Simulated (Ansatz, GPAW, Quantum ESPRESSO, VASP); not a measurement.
## TlBr (Fm-3m, 2 atoms in the cell) computed with different codes at matched settings

Self-consistent single point.

```xyz
2
Lattice="0.0000 3.3420 3.3420 3.3420 0.0000 3.3420 3.3420 3.3420 0.0000" Properties=species:S:1:pos:R:3 pbc="T T T"
Tl     0.0000     0.0000     0.0000
Br     3.3420     3.3420     3.3420
```

All programs got the same cell, k-point mesh and kind of occupations (some realise fixed ones as a very narrow smearing) (in Ansatz's words: kpoints.mp_grid.grid = 6 6 6; scf.occupations.method = fixed); potentials, basis and cutoffs are each program's usual ones.

```
code                                                                               model  pressure (GPa)  gap on the mesh (eV)   cutoff
----------------  ----------------------------------------------------------------------  --------------  --------------------  -------
GPAW                       LDA (Perdew-Wang 92), GPAW PAW datasets LDA (gpaw-data 1.0.1)           -2.45                 1.915   550 eV
VASP                                        LDA (PZ), VASP's LDA PAW potentials (set 64)               –                 1.931   300 eV
Quantum ESPRESSO  LDA (PW92), PseudoDojo standard norm-conserving (LDA) pseudopotentials           -2.38                 1.961    65 Ry
Ansatz                                       LDA (PW92), default PAW files made with PBE           -2.37                 1.952  default
```

A dash marks a value that a program does not give, or that is left out as unsure.

Gaps are read on the mesh.

The spread over the programs that give each value: pressure within 0.08 GPa; gap on the mesh within 0.046 eV.

The starting cell comes from a database of computed structures (which also holds hypothetical and non-ambient phases and stackings), without a prior relaxation at this level. On Ansatz's run: Spin-orbit coupling is off.

Problem. Why do the programs differ, and what cannot be compared?

Solution. Differences of this kind can come from the potentials, where these differ, and from what each basis and cutoff leave unconverged. The zero of total energies and Fermi levels follows the potentials and each program's conventions, so they are not compared here. Ansatz's pressure is given at a fixed set of plane waves, as the other plane-wave codes print theirs. The same LDA comes in different parametrisations, which differ slightly.

VASP's run is marked for a possible Pulay error in its stress at this cutoff; no cutoff test was made.

VASP ran the fixed occupations as a Gaussian smearing of 0.01 eV.

Left out of this page: ABINIT, CP2K, Elk, FLEUR and SIESTA (not drawn, or without a comparable value).

Ansatz is an electronic-structure program.

Keys are those of Ansatz 0.2.
